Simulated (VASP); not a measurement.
Level of theory: TPSS meta-GGA, VASP's PBE PAW potentials (set 64) (plane waves; VASP).

VASP input:

**POSCAR**
```
K
1.0
 -2.6766390090   2.6766390090   2.6766390090
  2.6766390090  -2.6766390090   2.6766390090
  2.6766390090   2.6766390090  -2.6766390090
K
1
Cart
  0.0000000000   0.0000000000   0.0000000000
```

### INCAR
```
# general
SYSTEM  = K
PREC    = Accurate
ENCUT   = 520
LREAL   = F
LASPH   = T

# electronic loop
EDIFF   = 1E-6
NELM    = 100
ALGO    = Normal
LMIXTAU = T

# smearing
ISMEAR  = 1
SIGMA   = 0.1

# functional
METAGGA = TPSS

# ions
IBRION  = 2
NSW     = 60
ISIF    = 3
EDIFFG  = -0.01

# output
LWAVE   = F
LCHARG  = F
```

### KPOINTS
```
Automatic mesh
0
Gamma
9 9 9
0 0 0
```

POTCAR, in this order: K_sv (PBE.64 set). Program: vasp_std.

Problem. What does the run give for the energy per atom (σ→0), band gap (on the k-mesh)?

Solution. 
| Quantity | Value |
|---|---|
| energy per atom (σ→0) | -7.408 eV/atom |
| band gap (on the k-mesh) | none (metal, semimetal or under 0.01 eV) |

**OSZICAR**
```
...
DAV:  16    -0.740652460451E+01    0.12791E-02   -0.97985E-04   600   0.370E-01    0.730E-02
DAV:  17    -0.740823636823E+01   -0.17118E-02   -0.59882E-04   568   0.242E-01    0.770E-02
DAV:  18    -0.740812587852E+01    0.11049E-03   -0.44251E-05   864   0.606E-02    0.883E-02
DAV:  19    -0.740819705610E+01   -0.71178E-04   -0.16436E-05   600   0.610E-02    0.766E-02
DAV:  20    -0.740827869339E+01   -0.81637E-04   -0.31087E-05   600   0.401E-02    0.292E-02
DAV:  21    -0.740827548518E+01    0.32082E-05   -0.59031E-06   848   0.230E-02    0.210E-02
DAV:  22    -0.740827534600E+01    0.13918E-06   -0.79230E-07   704   0.129E-02
   1 F= -.74082753E+01 E0= -.74081875E+01  d E =-.740828E+01
```

The compound is K in the bcc structure. It was relaxed first. The start is the result of an earlier pass.
